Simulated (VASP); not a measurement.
Consider the following.

```
CELL_PARAMETERS angstrom
     -1.58000     1.58000     1.58000
      1.58000    -1.58000     1.58000
      1.58000     1.58000    -1.58000
ATOMIC_POSITIONS crystal
  W  0.00000 0.00000 0.00000
```

The numbers are results of AM05 GGA, VASP's PBE PAW potentials (set 64) (plane waves; VASP), not measurements. Run with 400 eV cut-off, 15×15×15 Γ-centred mesh, first-order Methfessel-Paxton smearing of 0.10 eV, potentials W_sv.

Unless said otherwise, spin-orbit coupling is left out, though it shifts the bands of the heavy elements here.

Question: Estimate the energy per atom (σ→0), pressure, band gap (on the k-mesh) with the smallest direct gap where there is one.

Answer: 
The band gap (on the k-mesh) is none (metal, semimetal or under 0.01 eV), the energy per atom (σ→0) is -13.583 eV/atom and the pressure is -2.72 GPa.

The absolute energy has meaning only against runs of the same code, potentials and settings.

The compound is W in the bcc structure. The cell was not relaxed at this level. The run is one of a series of settings (GGA = AM against the base run), some of them coarse on purpose.
